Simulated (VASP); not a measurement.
All values below come from LDA (Ceperley-Alder, Perdew-Zunger), VASP's LDA PAW potentials (set 64) (plane waves; VASP).

VASP input:

POSCAR:
```
Ga
1.0
  2.1364021055  -3.6778651352   0.0000000000
  2.1364021055   3.6778651352   0.0000000000
  0.0000000000   0.0000000000   4.3950713711
Ga
4
Cart
  2.1364021055   2.5330362485   4.0242104050
  2.1364021055   1.1448288867   1.8266747194
  2.1364021055  -1.1448288867   2.5683966517
  2.1364021055  -2.5330362485   0.3708609661
```

**KPOINTS**
```
Automatic mesh
0
Gamma
8 8 7
0 0 0
```

INCAR:
```
! general
SYSTEM  = Ga
PREC    = Accurate
ENCUT   = 520   ! plane-wave cut-off (eV)
LREAL   = .False.
LASPH   = .True.

! electronic loop
EDIFF   = 1E-7
NELM    = 100
ALGO    = Normal   ! blocked Davidson
LMAXMIX = 4   ! l cut-off of mixed one-centre charges

! smearing
ISMEAR  = 1
SIGMA   = 0.1   ! width (eV)

! ions
IBRION  = 2   ! conjugate gradients
NSW     = 30   ! most ionic steps
ISIF    = 4
EDIFFG  = -0.01   ! ionic stop

! output
LWAVE   = .False.
LCHARG  = .False.
```

POTCAR, in this order: Ga_d (LDA.64 set). Program: vasp_std.

Output

### OSZICAR
```
       N       E                     dE             d eps       ncg     rms          rms(c)
DAV:   1     0.352784301604E+03    0.35278E+03   -0.26045E+04  5318   0.328E+03
DAV:   2     0.262311891454E+02   -0.32655E+03   -0.32089E+03  5362   0.566E+02
DAV:   3    -0.134510425693E+02   -0.39682E+02   -0.39254E+02  5845   0.155E+02
DAV:   4    -0.145703366909E+02   -0.11193E+01   -0.11161E+01  5909   0.306E+01
DAV:   5    -0.145947957118E+02   -0.24459E-01   -0.24455E-01  6316   0.453E+00    0.299E+00
DAV:   6    -0.144088083514E+02    0.18599E+00   -0.31602E-01  6282   0.854E+00    0.155E+00
DAV:   7    -0.143561671547E+02    0.52641E-01   -0.86998E-02  7172   0.315E+00    0.330E-01
DAV:   8    -0.143525636168E+02    0.36035E-02   -0.19772E-02  5691   0.166E+00    0.526E-02
DAV:   9    -0.143526264349E+02   -0.62818E-04   -0.11403E-03  6193   0.406E-01    0.273E-02
DAV:  10    -0.143526117188E+02    0.14716E-04   -0.28392E-04  6012   0.224E-01    0.489E-03
DAV:  11    -0.143526138868E+02   -0.21680E-05   -0.35902E-05  6271   0.759E-02    0.518E-03
DAV:  12    -0.143526126259E+02    0.12609E-05   -0.11869E-05  6078   0.479E-02    0.615E-04
DAV:  13    -0.143526127399E+02   -0.11398E-06   -0.13317E-06  6732   0.948E-03    0.567E-04
DAV:  14    -0.143526127285E+02    0.11427E-07   -0.95340E-08  3776   0.240E-03
   1 F= -.14352613E+02 E0= -.14352365E+02  d E =-.143526E+02
       N       E                     dE             d eps       ncg     rms          rms(c)
DAV:   1    -0.143564627941E+02   -0.38501E-02   -0.12278E-01  6223   0.240E+00    0.351E-01
DAV:   2    -0.143545810630E+02    0.18817E-02   -0.56666E-03  6226   0.117E+00    0.213E-01
DAV:   3    -0.143533376006E+02    0.12435E-02   -0.18579E-03  7182   0.681E-01    0.151E-02
DAV:   4    -0.143534110461E+02   -0.73445E-04   -0.82391E-04  5467   0.316E-01    0.125E-02
DAV:   5    -0.143534105422E+02    0.50388E-06   -0.38196E-05  7241   0.511E-02    0.516E-03
DAV:   6    -0.143534102868E+02    0.25544E-06   -0.85885E-07  4815   0.184E-02    0.139E-03
DAV:   7    -0.143534102842E+02    0.25357E-08   -0.38853E-07  4968   0.746E-03
   2 F= -.14353410E+02 E0= -.14353189E+02  d E =-.797556E-03
       N       E                     dE             d eps       ncg     rms          rms(c)
DAV:   1    -0.143625536170E+02   -0.91433E-02   -0.34641E-01  6223   0.403E+00    0.589E-01
DAV:   2    -0.143572590244E+02    0.52946E-02   -0.15972E-02  6203   0.196E+00    0.357E-01
DAV:   3    -0.143537624192E+02    0.34966E-02   -0.52789E-03  7309   0.114E+00    0.252E-02
DAV:   4    -0.143539700817E+02   -0.20766E-03   -0.23268E-03  5411   0.531E-01    0.208E-02
DAV:   5    -0.143539688479E+02    0.12338E-05   -0.10604E-04  7214   0.852E-02    0.877E-03
DAV:   6    -0.143539680887E+02    0.75921E-06   -0.28360E-06  7377   0.319E-02    0.209E-03
DAV:   7    -0.143539680750E+02    0.13728E-07   -0.74426E-07  5904   0.104E-02
   3 F= -.14353968E+02 E0= -.14353918E+02  d E =-.135535E-02
       N       E                     dE             d eps       ncg     rms          rms(c)
DAV:   1    -0.143562923541E+02   -0.23243E-02   -0.35248E-02  6253   0.136E+00    0.266E-01
DAV:   2    -0.143551131342E+02    0.11792E-02   -0.18043E-03  5568   0.791E-01    0.162E-01
DAV:   3    -0.143544099805E+02    0.70315E-03   -0.99112E-04  6886   0.528E-01    0.125E-02
DAV:   4    -0.143544430656E+02   -0.33085E-04   -0.40878E-04  5383   0.221E-01    0.966E-03
DAV:   5    -0.143544419088E+02    0.11567E-05   -0.17123E-05  6758   0.488E-02    0.202E-03
DAV:   6    -0.143544420251E+02   -0.11628E-06   -0.20291E-06  6251   0.124E-02    0.152E-03
DAV:   7    -0.143544419771E+02    0.48034E-07   -0.11218E-07  3331   0.403E-03
   4 F= -.14354442E+02 E0= -.14354469E+02  d E =-.473902E-03
       N       E                     dE             d eps       ncg     rms          rms(c)
DAV:   1    -0.143718838010E+02   -0.17442E-01   -0.31835E-01  6261   0.409E+00    0.800E-01
DAV:   2    -0.143612249713E+02    0.10659E-01   -0.16163E-02  5538   0.233E+00    0.488E-01
DAV:   3    -0.143548657077E+02    0.63593E-02   -0.90820E-03  6910   0.158E+00    0.377E-02
DAV:   4    -0.143551723061E+02   -0.30660E-03   -0.37709E-03  5362   0.674E-01    0.294E-02
DAV:   5    -0.143551596292E+02    0.12677E-04   -0.15621E-04  6751   0.145E-01    0.631E-03
DAV:   6    -0.143551609092E+02   -0.12799E-05   -0.19965E-05  6169   0.393E-02    0.536E-03
DAV:   7    -0.143551602161E+02    0.69306E-06   -0.16286E-06  6733   0.125E-02    0.192E-03
DAV:   8    -0.143551601766E+02    0.39476E-07   -0.46439E-07  4288   0.696E-03
   5 F= -.14355160E+02 E0= -.14355302E+02  d E =-.119210E-02
       N       E                     dE             d eps       ncg     rms          rms(c)
DAV:   1    -0.143553202137E+02   -0.16000E-03   -0.15295E-02  6069   0.792E-01    0.563E-02
DAV:   2    -0.143553058192E+02    0.14394E-04   -0.48869E-04  7397   0.262E-01    0.337E-02
DAV:   3    -0.143552739802E+02    0.31839E-04   -0.47214E-05  8137   0.105E-01    0.218E-03
DAV:   4    -0.143552755458E+02   -0.15655E-05   -0.17061E-05  5425   0.436E-02    0.179E-03
DAV:   5    -0.143552755272E+02    0.18579E-07   -0.53542E-07  5723   0.553E-03
   6 F= -.14355276E+02 E0= -.14355420E+02  d E =-.115351E-03
       N       E                     dE             d eps       ncg     rms          rms(c)
DAV:   1    -0.143554235241E+02   -0.14798E-03   -0.45727E-02  6069   0.137E+00    0.973E-02
DAV:   2    -0.143553798779E+02    0.43646E-04   -0.14541E-03  7384   0.450E-01    0.582E-02
DAV:   3    -0.143552847745E+02    0.95103E-04   -0.13979E-04  8126   0.180E-01    0.375E-03
DAV:   4    -0.143552894728E+02   -0.46983E-05   -0.51042E-05  5411   0.753E-02    0.310E-03
DAV:   5    -0.143552894273E+02    0.45498E-07   -0.16685E-06  7103   0.945E-03    0.145E-03
DAV:   6    -0.143552893928E+02    0.34486E-07   -0.60535E-08  3297   0.588E-03
   7 F= -.14355289E+02 E0= -.14355431E+02  d E =-.129216E-03
       N       E                     dE             d eps       ncg     rms          rms(c)
DAV:   1    -0.143553369374E+02   -0.47510E-04   -0.84318E-03  6062   0.588E-01    0.418E-02
DAV:   2    -0.143553288484E+02    0.80890E-05   -0.26878E-04  7392   0.194E-01    0.250E-02
DAV:   3    -0.143553112680E+02    0.17580E-04   -0.25948E-05  8144   0.774E-02    0.161E-03
DAV:   4    -0.143553121366E+02   -0.86859E-06   -0.94432E-06  5446   0.323E-02    0.133E-03
DAV:   5    -0.143553121254E+02    0.11172E-07   -0.28215E-07  4878   0.408E-03
   8 F= -.14355312E+02 E0= -.14355456E+02  d E =-.151949E-03
       N       E                     dE             d eps       ncg     rms          rms(c)
DAV:   1    -0.143554144502E+02   -0.10231E-03   -0.26531E-03  6265   0.355E-01    0.519E-02
DAV:   2    -0.143553655284E+02    0.48922E-04   -0.12571E-04  6133   0.174E-01    0.312E-02
DAV:   3    -0.143553395280E+02    0.26000E-04   -0.73334E-05  8011   0.986E-02    0.369E-03
DAV:   4    -0.143553405791E+02   -0.10511E-05   -0.18005E-05  5509   0.460E-02    0.292E-03
DAV:   5    -0.143553403882E+02    0.19088E-06   -0.10024E-06  5528   0.909E-03    0.100E-03
DAV:   6    -0.143553403670E+02    0.21213E-07   -0.30117E-07  4193   0.339E-03
   9 F= -.14355340E+02 E0= -.14355488E+02  d E =-.282416E-04
```

**OUTCAR**
```
------------------------ aborting loop because EDIFF is reached ----------------------------------------
  FORCE on cell =-STRESS in cart. coord.  units (eV):
  Direction    XX          YY          ZZ          XY          YZ          ZX
  --------------------------------------------------------------------------------------
  Total        2.2018302      2.1330727      2.1678480      0.0000000      0.0000000      0.0000000
  in kB       51.0763308     49.4813461     50.2880364      0.0000000      0.0000000      0.0000000
  external PRESSURE =      50.2819045 kB  Pullay stress =       0.0000000 kB
  volume of cell :       69.07
      direct lattice vectors                 reciprocal lattice vectors
     2.157654831 -3.683038084 -0.000000000     0.231733080 -0.135757488 -0.000000000
     2.157654831  3.683038084  0.000000000     0.231733080  0.135757488  0.000000000
     0.000000000 -0.000000000  4.345668054     0.000000000 -0.000000000  0.230114217
 POSITION                                       TOTAL-FORCE (eV/Angst)
 -----------------------------------------------------------------------------------
      2.15765      2.54070      3.97767         0.000000     -0.001299     -0.005707
      2.15765      1.14233      1.80483         0.000000      0.001299     -0.005707
      2.15765     -1.14233      2.54083         0.000000     -0.001299      0.005707
      2.15765     -2.54070      0.36800         0.000000      0.001299      0.005707
 -----------------------------------------------------------------------------------
    total drift:                               -0.000000     -0.000000      0.000000
  FREE ENERGIE OF THE ION-ELECTRON SYSTEM (eV)
  ---------------------------------------------------
  free  energy   TOTEN  =       -14.3553403670 eV

  energy  without entropy=      -14.3557819735  energy(sigma->0) =      -14.35548757

 reached required accuracy - stopping structural energy minimisation
```
(Selected blocks of OUTCAR.)

**CONTCAR**
```
Ga
   1.00000000000000
     2.1576548313278008   -3.6830380838348069   -0.0000000000000000
     2.1576548313278008    3.6830380838348069    0.0000000000000000
     0.0000000000000000   -0.0000000000000000    4.3456680539308179
  Ga
     4
Direct
     0.1550803288127613    0.8449196711872385    0.9153178691631286
     0.3449196711872387    0.6550803288127615    0.4153178691631286
     0.6550803288127615    0.3449196711872387    0.5846821308368714
     0.8449196711872385    0.1550803288127613    0.0846821308368715
```

File OUTCAR:
```
 val. band max:        5.9540503776   @ k =   0.5000   0.3750   0.1429

 cond. band min:       6.0415713965   @ k =   0.0000   0.0000   0.4286


 Fermi energy:         5.9781101236

 k-point     1 :       0.0000    0.0000    0.0000
  band No.  band energies     occupation
      1      -9.5183      2.00000
      2      -9.5065      2.00000
      3      -9.4581      2.00000
      4      -9.4379      2.00000
      5      -9.4154      2.00000
      6      -9.3843      2.00000
      7      -9.3132      2.00000
      8      -9.2258      2.00000
      9      -9.2038      2.00000
     10      -9.1917      2.00000
     11      -9.1659      2.00000
     12      -9.1517      2.00000
     13      -9.1357      2.00000
     14      -9.0880      2.00000
     15      -9.0496      2.00000
     16      -8.9959      2.00000
     17      -8.9174      2.00000
     18      -8.9117      2.00000
     19      -8.8631      2.00000
     20      -8.7737      2.00000
     21      -6.0427      2.00000
     22       1.6646      2.00000
     23       1.8926      2.00000
     24       4.0038      2.00000
     25       4.5272      2.00000
     26       5.0065      2.00000
     27       6.8956     -0.00000
     28       6.9642     -0.00000
     29       7.1038     -0.00000
     30      11.7287      0.00000
     31      11.8491      0.00000

 k-point     2 :       0.1250    0.0000    0.0000
  band No.  band energies     occupation
      1      -9.5231      2.00000
      2      -9.4973      2.00000
      3      -9.4645      2.00000
      4      -9.4462      2.00000
      5      -9.3990      2.00000
      6      -9.3801      2.00000
      7      -9.3167      2.00000
      8      -9.2759      2.00000
      9      -9.2044      2.00000
     10      -9.2021      2.00000
     11      -9.1420      2.00000
     12      -9.1381      2.00000
     13      -9.1276      2.00000
     14      -9.0831      2.00000
     15      -9.0397      2.00000
     16      -8.9777      2.00000
     17      -8.9235      2.00000
...
```

The compound is Ga in the alpha structure. This cell is one point of a volume scan, at 0.94 of the reference volume. Symmetry was kept, so distortions that lower it aren't found.
